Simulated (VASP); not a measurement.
Data:

```
CELL_PARAMETERS angstrom
      0.00000     3.24724     3.24724
      3.24724     0.00000     3.24724
      3.24724     3.24724     0.00000
ATOMIC_POSITIONS crystal
  Ag 0.00000 0.00000 0.00000
  I  0.25000 0.25000 0.25000
```

Calculation: AM05 GGA, VASP's PBE PAW potentials (set 64) (plane waves; VASP). Settings: 520 eV cut-off, Gaussian smearing of 0.050 eV, potentials Ag I.

Unless said otherwise, spin-orbit coupling is left out, though it shifts the bands of the heavy elements here.

### Question
Give the energies of bands 2 to 12 at the high-symmetry points, in eV from the valence-band maximum.

### Answer

```csv
band,Γ,X,U,L,W
2,-4.24,-4.52,-4.31,-4.15,-4.17
3,-4.24,-3.73,-3.84,-4.06,-3.97
4,-4.24,-3.73,-3.73,-4.06,-3.74
5,-3.08,-3.00,-3.06,-3.05,-3.15
6,-3.08,-2.96,-3.05,-3.05,-2.86
7,0.00,-2.62,-2.80,-2.94,-2.77
8,0.00,-1.79,-2.00,-0.72,-2.14
9,0.00,-1.79,-1.42,-0.72,-1.63
10,1.33,3.65,3.94,2.74,4.72
11,5.73,3.83,5.01,6.23,5.27
12,5.73,8.54,7.73,6.23,6.39
```

The gap is direct, 1.33 eV, from the valence maximum at Γ to the conduction minimum at Γ.

The compound is AgI in the zinc blende structure, whereas wurtzite is the usual form. It was relaxed first.
